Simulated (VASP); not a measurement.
A convergence study with VASP on ZnSe (zinc blende): one setting is varied, all else stays as given below, so the limit is that of these other settings.

```
ZnSe
1.0
    0.00000     2.83500     2.83500
    2.83500     0.00000     2.83500
    2.83500     2.83500     0.00000
Zn Se
1 1
Cartesian
  0.00000   0.00000   0.00000
  1.41750   1.41750   1.41750
```

Method: PBE GGA, VASP's PBE PAW potentials (set 64) (plane waves; VASP 6.6.1). The tightest run used: 550 eV cut-off, 13×13×13 Monkhorst-Pack mesh, Gaussian smearing of 0.050 eV, potentials Zn Se.

Question: The settings run are 1×1×1 mesh; 2×2×2 mesh; 3×3×3 mesh; 4×4×4 mesh; 5×5×5 mesh; 6×6×6 mesh; 7×7×7 mesh; 8×8×8 mesh; 9×9×9 mesh; 10×10×10 mesh; 11×11×11 mesh; 12×12×12 mesh; 13×13×13 mesh. From which on does the stress (every component) stay within 0.2 GPa of the tightest run?

Answer: From 4×4×4 mesh on: it is off by 0.00 there and by no more than 0.2 in any finer run, while 3×3×3 mesh is off by 1.32.
| setting | E (eV/atom) | pressure (GPa) | irreducible k-points | difference judged (GPa) |
|---|---|---|---|---|
| 1×1×1 mesh | 3.7458 | 48.64 | 1 | 46.38 |
| 2×2×2 mesh | -2.9807 | 2.64 | 2 | 0.37 |
| 3×3×3 mesh | -2.8702 | 3.59 | 4 | 1.32 |
| 4×4×4 mesh | -3.0106 | 2.27 | 10 | 0.00 |
| 5×5×5 mesh | -3.0013 | 2.35 | 10 | 0.09 |
| 6×6×6 mesh | -3.0108 | 2.26 | 28 | 0.00 |
| 7×7×7 mesh | -3.0098 | 2.27 | 20 | 0.01 |
| 8×8×8 mesh | -3.0108 | 2.26 | 60 | 0.00 |
| 9×9×9 mesh | -3.0107 | 2.27 | 35 | 0.00 |
| 10×10×10 mesh | -3.0108 | 2.26 | 110 | 0.00 |
| 11×11×11 mesh | -3.0108 | 2.26 | 56 | 0.00 |
| 12×12×12 mesh | -3.0108 | 2.26 | 182 | 0.00 |
| 13×13×13 mesh | -3.0108 | 2.27 | 84 | 0.00 |

Left out are rungs that failed or repeat a setting and relaxations that didn't move; long series are thinned to 24 rows.

The compound is ZnSe in the zinc blende structure. The cell was not relaxed at this level.
